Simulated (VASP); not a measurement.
OSZICAR of a VASP run on Ni$_{3}$Si (L1_2):

**OSZICAR**
```
       N       E                     dE             d eps       ncg     rms          rms(c)
DAV:   1     0.176677660197E+03    0.17668E+03   -0.13252E+04   840   0.173E+03
DAV:   2    -0.175503263911E+02   -0.19423E+03   -0.18720E+03   845   0.340E+02
DAV:   3    -0.269540077688E+02   -0.94037E+01   -0.90144E+01   923   0.977E+01
DAV:   4    -0.271807279432E+02   -0.22672E+00   -0.22576E+00   986   0.135E+01
DAV:   5    -0.271886143456E+02   -0.78864E-02   -0.78858E-02   951   0.246E+00    0.183E+01
DAV:   6    -0.275861764885E+02   -0.39756E+00   -0.58343E+01   963   0.122E+02    0.183E+01
DAV:   7    -0.236215598170E+02    0.39646E+01   -0.17100E+01   954   0.685E+01    0.355E+00
DAV:   8    -0.236035155122E+02    0.18044E-01   -0.76543E-01   868   0.612E+00    0.138E+00
DAV:   9    -0.235860284285E+02    0.17487E-01   -0.36559E-02  1132   0.274E+00    0.553E-01
DAV:  10    -0.235836088208E+02    0.24196E-02   -0.33053E-03  1148   0.444E-01    0.227E-01
DAV:  11    -0.235832281236E+02    0.38070E-03   -0.76950E-04  1279   0.314E-01    0.528E-02
DAV:  12    -0.235832195650E+02    0.85585E-05   -0.10324E-04   885   0.114E-01    0.142E-02
DAV:  13    -0.235832191140E+02    0.45101E-06   -0.66682E-06   922   0.176E-02
   1 F= -.23583219E+02 E0= -.23584555E+02  d E =0.400732E-02
```

Task: Which electronic solver shows in the log?

Result: It is blocked Davidson (ALGO = Normal, or the opening steps of other solvers). The INCAR had ALGO = Normal.

Task: How was spin treated?

Result: Without spin polarisation: there is no mag entry.

Task: Can the final energy be trusted as converged?

Result: The run converged. It stopped with EDIFF = 1E-6, NELM = 100 (PBE GGA, plane waves, VASP's PBE PAW potentials (set 64)).

The compound is Ni3Si in the L1_2 structure. The cell was not relaxed at this level. The run is not spin-polarised, so no magnetic state was tried.
